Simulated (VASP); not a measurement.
Level of theory: PBE GGA, VASP's PBE PAW potentials (set 64) (plane waves; VASP).

The input files of a VASP run:

**KPOINTS**
```
Automatic mesh
0
Gamma
7 7 2
0 0 0
```

**POSCAR**
```
SiC
1.0
  1.5469285383  -2.6793589085   0.0000000000
  1.5469285383   2.6793589085   0.0000000000
  0.0000000000   0.0000000000  10.1222674248
Si C
4 4
Cart
  0.0000000000   0.0000000000   0.0031061666
  0.0000000000   0.0000000000   5.0642398790
  1.5469285383  -0.8931214224   7.5942712085
  1.5469285383   0.8931214224   2.5331374961
  0.0000000000   0.0000000000   8.2286113125
  0.0000000000   0.0000000000   3.1674776001
  1.5469285383  -0.8931214224   5.6902066186
  1.5469285383   0.8931214224   0.6290729062
```

**INCAR**
```
! general
SYSTEM  =  SiC
PREC    =  Accurate
ENCUT   =  480   ! plane-wave cut-off (eV)
LREAL   =  F   ! projection in real space or not
LASPH   =  T   ! aspherical one-centre terms

! electronic loop
EDIFF   =  1E-6   ! SCF stop (eV)
NELM    =  100   ! most electronic steps
ALGO    =  Normal   ! blocked Davidson

! smearing
ISMEAR  =  0   ! Gaussian
SIGMA   =  0.05   ! width (eV)

! functional
GGA     =  PE   ! PBE

! ions
IBRION  =  2   ! conjugate gradients
NSW     =  60
ISIF    =  3
EDIFFG  =  -0.02   ! ionic stop

! output
LWAVE   =  F
LCHARG  =  F
```

POTCAR, in this order: Si C (PBE.64 set). Program: vasp_std.

The resulting files:

OSZICAR:
```
       N       E                     dE             d eps       ncg     rms          rms(c)
DAV:   1     0.847263954265E+02    0.84726E+02   -0.13997E+04   672   0.126E+03
DAV:   2    -0.604933563949E+02   -0.14522E+03   -0.13768E+03   944   0.218E+02
DAV:   3    -0.674041355829E+02   -0.69108E+01   -0.68829E+01   827   0.489E+01
DAV:   4    -0.675131463414E+02   -0.10901E+00   -0.10883E+00   835   0.690E+00
DAV:   5    -0.675158602568E+02   -0.27139E-02   -0.27132E-02   807   0.102E+00    0.173E+01
DAV:   6    -0.604512379358E+02    0.70646E+01   -0.24276E+01   777   0.236E+01    0.768E+00
DAV:   7    -0.602738330229E+02    0.17740E+00   -0.16969E+00   926   0.663E+00    0.338E+00
DAV:   8    -0.602450527658E+02    0.28780E-01   -0.98960E-02   782   0.182E+00    0.857E-01
DAV:   9    -0.602438265967E+02    0.12262E-02   -0.12541E-02   797   0.693E-01    0.165E-01
DAV:  10    -0.602443591642E+02   -0.53257E-03   -0.13557E-03   862   0.209E-01    0.718E-02
DAV:  11    -0.602444178054E+02   -0.58641E-04   -0.20681E-04   787   0.973E-02    0.170E-02
DAV:  12    -0.602444203353E+02   -0.25299E-05   -0.84725E-06   846   0.186E-02    0.536E-03
DAV:  13    -0.602444213776E+02   -0.10422E-05   -0.55416E-07   541   0.507E-03    0.206E-03
DAV:  14    -0.602444214089E+02   -0.31369E-07   -0.50370E-08   501   0.144E-03
   1 F= -.60244421E+02 E0= -.60244421E+02  d E =-.602444E+02
       N       E                     dE             d eps       ncg     rms          rms(c)
DAV:   1    -0.602445421292E+02   -0.12075E-03   -0.15028E-02   757   0.852E-01    0.688E-02
DAV:   2    -0.602444726321E+02    0.69497E-04   -0.41732E-04   832   0.134E-01    0.359E-02
DAV:   3    -0.602444339556E+02    0.38676E-04   -0.79455E-05   797   0.575E-02    0.916E-03
DAV:   4    -0.602444320971E+02    0.18585E-05   -0.14825E-05   827   0.229E-02    0.473E-03
DAV:   5    -0.602444317119E+02    0.38526E-06   -0.63122E-07   476   0.553E-03
   2 F= -.60244432E+02 E0= -.60244432E+02  d E =-.103029E-04
       N       E                     dE             d eps       ncg     rms          rms(c)
DAV:   1    -0.602445090712E+02   -0.76974E-04   -0.33368E-03   757   0.401E-01    0.326E-02
DAV:   2    -0.602444946902E+02    0.14381E-04   -0.92322E-05   832   0.633E-02    0.171E-02
DAV:   3    -0.602444872033E+02    0.74869E-05   -0.17557E-05   802   0.270E-02    0.438E-03
DAV:   4    -0.602444870709E+02    0.13236E-06   -0.31648E-06   639   0.108E-02
   3 F= -.60244487E+02 E0= -.60244487E+02  d E =-.656620E-04
```

OUTCAR:
```
------------------------ aborting loop because EDIFF is reached ----------------------------------------
  FORCE on cell =-STRESS in cart. coord.  units (eV):
  Direction    XX          YY          ZZ          XY          YZ          ZX
  --------------------------------------------------------------------------------------
  Total       -0.0031552     -0.0031552     -0.0063290      0.0000000     -0.0000000      0.0000000
  in kB       -0.0602093     -0.0602093     -0.1207729      0.0000000     -0.0000000      0.0000000
  external PRESSURE =      -0.0803972 kB  Pullay stress =       0.0000000 kB
  volume of cell :       83.96
      direct lattice vectors                 reciprocal lattice vectors
     1.546993609 -2.679471614 -0.000000000     0.323207541 -0.186603955  0.000000000
     1.546993609  2.679471614 -0.000000000     0.323207541  0.186603955  0.000000000
     0.000000000  0.000000000 10.127683409     0.000000000  0.000000000  0.098739263
  FREE ENERGIE OF THE ION-ELECTRON SYSTEM (eV)
  ---------------------------------------------------
  free  energy   TOTEN  =       -60.2444870709 eV

  energy  without entropy=      -60.2444870709  energy(sigma->0) =      -60.24448707

 reached required accuracy - stopping structural energy minimisation
```
(Selected blocks of OUTCAR.)

**CONTCAR**
```
SiC
   1.00000000000000
     1.5469936086400446   -2.6794716136456844   -0.0000000000000000
     1.5469936086400446    2.6794716136456844   -0.0000000000000000
     0.0000000000000000    0.0000000000000000   10.1276834093952033
  Si              C
     4     4
Direct
     0.0000000000000000    0.0000000000000000    0.0003203969157704
     0.0000000000000000    0.0000000000000000    0.5003203969157703
     0.6666669999999968    0.3333330000000032    0.7502774064125731
     0.3333330000000032    0.6666669999999968    0.2502774064125731
     0.0000000000000000    0.0000000000000000    0.8128576923723261
     0.0000000000000000    0.0000000000000000    0.3128576923723260
     0.6666669999999968    0.3333330000000032    0.5621745042993315
     0.3333330000000032    0.6666669999999968    0.0621745042993315
```

The compound is SiC in the 4h structure. This run relaxes it. Symmetry was kept, so distortions that lower it aren't found. The start is the result of an earlier pass.
